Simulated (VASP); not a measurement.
```
IrO2
1.0
    4.51250     0.00000     0.00000
    0.00000     4.51250     0.00000
    0.00000     0.00000     3.18855
Ir O
2 4
Direct
  0.00000   0.00000   0.00000
  0.50000   0.50000   0.50000
  0.30871   0.30871   0.00000
  0.80871   0.19129   0.50000
  0.19129   0.80871   0.50000
  0.69129   0.69129   0.00000
```

The numbers are results of rev-vdW-DF2, VASP's PBE PAW potentials (set 64) (plane waves; VASP), not measurements. Settings: 520 eV cut-off, Gaussian smearing of 0.050 eV, potentials Ir O.

Unless said otherwise, spin-orbit coupling is left out, though it shifts the bands of the heavy elements here.

**Question.** Predict the band gap (along the path) with the smallest direct gap where there is one.

**Answer.** 
```json
{
  "band gap (along the path)": "none (metal, semimetal or under 0.01 eV)"
}
```

Only differences to runs with the same potentials and settings are physical.

The compound is IrO2 in the rutile structure. It was relaxed first.
